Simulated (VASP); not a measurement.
# InGaO (P-3m1) in VASP: notebook, part 2 of 2

VASP 6.6.1. The steps go on from the part before.

## Step 3: Relaxation of cell and atoms, PBE

This run uses another cell than the first one, of 20.19 Å³/atom, 1.047 times its volume.

The input, INCAR:

```
SYSTEM = InGaO
PREC = Accurate ; ENCUT = 520
EDIFF = 1E-7 ; ISMEAR = 0
SIGMA = 0.1 ; LREAL = .FALSE.
LASPH = .TRUE. ; NELM = 120
ALGO = Normal ; ISIF = 3
LWAVE = .FALSE. ; LCHARG = .FALSE.
GGA = PE ; IBRION = 2
NSW = 60 ; EDIFFG = -0.005
POTIM = 0.3 ; KPAR = 4
```

The input, KPOINTS:

```
Automatic mesh
0
G
  10 10 4
  0 0 0
```

The input, POSCAR:

```
InGaO                                   
1.0
    3.1598780205      0.0000000000     -0.0000000000
   -1.5799390103      2.7365346390      0.0000000000
    0.0000000000     -0.0000000000     14.0087135762
  In              Ga              O             
     2     2     2
Direct
     0.3333333300000021    0.6666666699999979    0.6027166245559924
     0.6666666699999979    0.3333333300000021    0.3972833754440074
     1.0000000000000000    1.0000000000000000    0.0898208210200023
     0.0000000000000000    0.0000000000000000    0.9101791789799977
     0.3333333300000021    0.6666666699999979    0.1414551362445843
     0.6666666699999979    0.3333333300000021    0.8585448637554156
```

Potentials or basis: VASP PAW PBE potentials, release 64 (In_d, Ga_d, O).

The run is started by

```console
cat potpaw_PBE.64/In_d/POTCAR potpaw_PBE.64/Ga_d/POTCAR potpaw_PBE.64/O/POTCAR > POTCAR
mpirun -np 4 vasp_std > vasp.out
```

OUTCAR:

```text
SYSTEM = InGaO
   PREC = Accurate
   ENCUT = 520
   EDIFF = 1E-7
   ISMEAR = 0
   LREAL = .FALSE.
   LASPH = .TRUE.
   NELM = 120
   ISIF = 3
   GGA = PE
   IBRION = 2
   NSW = 60
   EDIFFG = -0.005
   POTIM = 0.3

 ion  position               nearest neighbor table
   1  0.333  0.667  0.603-   2 3.41   2 3.41   2 3.41
   2  0.667  0.333  0.397-   1 3.41   1 3.41   1 3.41
   3  0.000  0.000  0.090-   5 1.96   5 1.96   5 1.96   4 2.52
   4  0.000  0.000  0.910-   6 1.96   6 1.96   6 1.96   3 2.52
   5  0.333  0.667  0.141-   3 1.96   3 1.96   3 1.96
   6  0.667  0.333  0.859-   4 1.96   4 1.96   4 1.96

  LATTYP: Found a hexagonal cell.
 ALAT       =     3.1598780205
 C/A-ratio  =     4.4333083383

  Lattice vectors:

 A1 = (   3.1598780205,   0.0000000000,   0.0000000000)
[... 396 lines left out ...]
  free energy    TOTEN  =       -26.22855828 eV

  energy without entropy =      -26.21799357  energy(sigma->0) =      -26.22327593

 E-fermi :   4.8902     XC(G=0):  -9.5894

 val. band max:        4.7471189780   @ k =   0.1000   0.0000   0.0000
 cond. band min:       4.8939799045   @ k =   0.0000   0.1000   0.2500
 fundamental gap:      0.1468609265
 Fermi energy:         4.8901899083

 k-point     1 :       0.0000    0.0000    0.0000
  band No.  band energies     occupation
      1     -15.3509      2.00000
      2     -15.2903      2.00000
      3     -10.5661      2.00000
      4     -10.5661      2.00000
      5     -10.5575      2.00000
      6     -10.5575      2.00000
[... 973 lines left out ...]
     37       8.4868      0.00000
     38       9.0020      0.00000

 [... further k-points ...]

------------------------ aborting loop because EDIFF is reached ----------------------------------------

  FORCE on cell =-STRESS in cart. coord.  units (eV):
  Direction    XX          YY          ZZ          XY          YZ          ZX
  --------------------------------------------------------------------------------------
  -------------------------------------------------------------------------------------
  Total        0.0126864      0.0126864      0.0134447     -0.0000000     -0.0000000      0.0000000
  in kB        0.1666771      0.1666771      0.1766397     -0.0000000     -0.0000000      0.0000000
  external PRESSURE =       0.1699980 kB  Pullay stress =       0.0000000 kB
[... 21 lines left out ...]
  FREE ENERGIE OF THE ION-ELECTRON SYSTEM (eV)
  ---------------------------------------------------
  free  energy   TOTEN  =       -26.2285582847 eV

  energy  without entropy=      -26.2179935717  energy(sigma->0) =      -26.22327593

 reached required accuracy - stopping structural energy minimisation
```

CONTCAR:

```text
InGaO
   1.00000000000000
     3.1583969036942148    0.0000000000000278    0.0000000000000001
    -1.5791984518970601    2.7352519542196574   -0.0000000000000000
     0.0000000000000002    0.0000000000000000   14.1159406347874672
  In              Ga              O
     2     2     2
Direct
     0.3333333300000021    0.6666666699999979    0.6017848969182303
     0.6666666699999979    0.3333333300000021    0.3982151030817701
     0.0000000000000000    0.0000000000000000    0.0892050013054755
     1.0000000000000000    0.0000000000000000    0.9107949986945245
     0.3333333300000021    0.6666666699999979    0.1405306987145890
     0.6666666699999979    0.3333333300000021    0.8594693012854113

  0.00000000E+00  0.00000000E+00  0.00000000E+00
  0.00000000E+00  0.00000000E+00  0.00000000E+00
  0.00000000E+00  0.00000000E+00  0.00000000E+00
  0.00000000E+00  0.00000000E+00  0.00000000E+00
  0.00000000E+00  0.00000000E+00  0.00000000E+00
  0.00000000E+00  0.00000000E+00  0.00000000E+00
```

Run time: 6.7 min. Hardware: 4 MPI ranks of AMD EPYC 9R45 (Zen 5), shared host; peak memory 0.37 GiB.

What came out:

```yaml
Free_energy: -26.2286 eV
Relaxed_volume: 20.32 Å³/atom
Relaxed_cell: a = 3.158 Å, b = 3.158 Å, c = 14.116 Å, α = 90.00°, β = 90.00°, γ = 120.00°
Space_group_after_relaxing_to_0.05_Å: P-3m1 (No. 164)
Energy_gained_by_relaxing: 0.1 meV/atom
Ionic_steps: 20
Pressure_after_relaxing: 0.0 GPa
Largest_force_after_relaxing: 0.004 eV/Å
Band_gap_on_the_k_mesh: none (metal or under the smearing width)
```

Forces on the atoms (eV/Å):
```
In   0.000  0.000  0.004
In   0.000  0.000 -0.004
Ga   0.000  0.000 -0.002
Ga   0.000  0.000  0.002
O    0.000  0.000  0.000
O    0.000  0.000  0.000
```

Step by step:
```csv
step,energy change (eV),largest force (eV/Å),pressure (GPa),volume (Å³)
1,0.0000,0.0054,0.03,121.13
2,0.0000,0.0051,0.01,121.18
3,-0.0001,0.0075,-0.02,121.26
4,-0.0001,0.0081,-0.02,121.27
5,-0.0001,0.0073,0.00,121.25
6,-0.0001,0.0067,0.04,121.22
7,-0.0001,0.0076,0.04,121.24
8,-0.0001,0.0118,0.03,121.28
9,-0.0002,0.0201,0.02,121.37
10,-0.0002,0.0188,0.01,121.40
11,-0.0002,0.0151,0.01,121.47
12,-0.0003,0.0077,0.01,121.63
13,-0.0003,0.0313,-0.03,121.93
14,-0.0003,0.0167,-0.02,121.77
15,-0.0003,0.0130,-0.01,121.73
16,-0.0003,0.0137,-0.01,121.74
17,-0.0003,0.0103,0.00,121.78
18,-0.0003,0.0065,0.00,121.89
19,-0.0003,0.0052,0.01,121.92
20,-0.0004,0.0042,0.02,121.95
```

Final structure:
```yaml
crystal:
  lattice:
    - [3.15840, 0.00000, 0.00000]
    - [-1.57920, 2.73525, 0.00000]
    - [0.00000, 0.00000, 14.11594]
  atoms:
    - { symbol: In, position: [0.33333, 0.66667, 0.60178] }
    - { symbol: In, position: [0.66667, 0.33333, 0.39822] }
    - { symbol: Ga, position: [0.00000, 0.00000, 0.08921] }
    - { symbol: Ga, position: [0.00000, 0.00000, 0.91080] }
    - { symbol: O, position: [0.33333, 0.66667, 0.14053] }
    - { symbol: O, position: [0.66667, 0.33333, 0.85947] }
```
